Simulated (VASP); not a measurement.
VASP ran on this input.

**INCAR**
```
! general
SYSTEM  = GaSb
PREC    = Accurate
ENCUT   = 400
LREAL   = .FALSE.   ! projection in real space or not
LASPH   = .TRUE.   ! aspherical one-centre terms

! electronic loop
EDIFF   = 1E-6
NELM    = 100
ALGO    = Normal
LMAXMIX = 4
LMIXTAU = .TRUE.

! smearing
ISMEAR  = 1   ! Methfessel-Paxton
SIGMA   = 0.1   ! width (eV)

! functional
METAGGA = R2SCAN

! ions
IBRION  = 2   ! conjugate gradients
NSW     = 60
ISIF    = 3   ! ions, shape and volume
EDIFFG  = -0.02   ! ionic stop

! output
LWAVE   = .FALSE.
LCHARG  = .FALSE.
```

### KPOINTS
```
kpoints
0
G
8 8 4
0 0 0
```

### POSCAR
```
GaSb
1
    4.3044929606     0.0000000000     0.0000000000
   -2.1522464803     3.7278001776     0.0000000000
    0.0000000000     0.0000000000     7.1000181603
Ga Sb
2 2
Direct
  0.6666670000   0.3333330000   0.5006994793
  0.3333330000   0.6666670000   0.0006994793
  0.6666670000   0.3333330000   0.8742005207
  0.3333330000   0.6666670000   0.3742005207
```

POTCAR, in this order: Ga_d Sb (PBE.64 set). Program: vasp_std.

Task: Translate this r2SCAN calculation to Ansatz.

Result: One equivalent input (not run):
Ansatz 0.2 input:
```yaml
crystal:
  lattice:
    - [4.3044930, 0.0000000, 0.0000000]
    - [-2.1522465, 3.7278002, 0.0000000]
    - [0.0000000, 0.0000000, 7.1000182]
  atoms:
    - { symbol: Ga, position: [0.6666670, 0.3333330, 0.5006995] }
    - { symbol: Ga, position: [0.3333330, 0.6666670, 0.0006995] }
    - { symbol: Sb, position: [0.6666670, 0.3333330, 0.8742005] }
    - { symbol: Sb, position: [0.3333330, 0.6666670, 0.3742005] }
kpoints:
  mp_grid: { grid: [8, 8, 4] }
hamiltonian:
  xc: r2scan
  pseudopotentials: { kind: paw }
scf:
  occupations: { method: methfessel_paxton, width: 0.1 }
  max_iter: 100
relax:
  max_steps: 60
  f_tol: 0.02
  cell: {}
output: { forces: true, stress: true, eigenvalues: true }
```
What does not carry over: each code has its own PAW files, so the cut-off isn't converted (ENCUT is set for VASP's; basis.ecutwfc is left out, and Ansatz then takes the one that its files recommend); Ansatz stops its SCF on the density residual and VASP on the energy change (EDIFF).

The structure comes from a computed database's GaSb entry (P6_3mc); how it stands against other phases isn't given here. This run relaxes it. Symmetry was kept, so distortions that lower it aren't found. The start is the result of an earlier pass.
